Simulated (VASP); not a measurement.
An input for Ansatz (written as the equivalent of a VASP run, and not itself run):

Ansatz 0.2 input:
```yaml
crystal:
  lattice:
    - [4.5808828, 0.0000000, 0.0000000]
    - [0.0000000, 4.3999813, 0.0000000]
    - [0.0000000, 0.0000000, 20.9888194]
  atoms:
    - { symbol: Sb, position: [0.5391775, 0.0000000, 0.5664684] }
    - { symbol: Sb, position: [0.9608225, 0.5000000, 0.5664684] }
    - { symbol: Sb, position: [0.4608225, 0.0000000, 0.4335316] }
    - { symbol: Sb, position: [0.0391775, 0.5000000, 0.4335316] }
kpoints:
  mp_grid: { grid: [6, 6, 1] }
hamiltonian:
  xc: pbesol
  pseudopotentials: { kind: paw }
scf:
  occupations: { method: tetrahedron }
  max_iter: 100
output: { forces: true, stress: true, eigenvalues: true }
```

**Question.** Write the VASP files for the same calculation (PBEsol).

**Answer.** One answer among several that fit: 
KPOINTS:
```
K-points
0
gamma
  6 6 1
```

### INCAR
```
SYSTEM  =  Sb
PREC  =  Accurate; ENCUT  =  400; LREAL  =  .False.
LASPH  =  .True.
EDIFF  =  1E-7; NELM  =  100; ALGO  =  Normal
LMAXMIX  =  4
ISMEAR  =  -5
GGA  =  PS
ISIF  =  2
LWAVE  =  .False.; LCHARG  =  .True.; LORBIT  =  11
NEDOS  =  601
LEFG  =  .True.
```

POSCAR:
```
Sb
4.5808830
  0.9999999498   0.0000000000   0.0000000000
  0.0000000000   0.9605094307   0.0000000000
  0.0000000000   0.0000000000   4.5818283025
Sb
4
Cartesian
  0.5391774288   0.0000000000   2.5954610237
  0.9608224958   0.4802547154   2.5954610237
  0.4608225210   0.0000000000   1.9863672789
  0.0391774539   0.4802547154   1.9863672789
```

POTCAR, in this order: Sb (PBE.64 set). Program: vasp_std.

What does not carry over: each code has its own PAW files, so the cut-off isn't converted (ENCUT is set for VASP's; basis.ecutwfc is left out, and Ansatz then takes the one that its files recommend); Ansatz stops its SCF on the density residual and VASP on the energy change (EDIFF); the field gradients of LEFG aren't asked of the other code.

The cell is a sheet with vacuum, built from a generated structure.
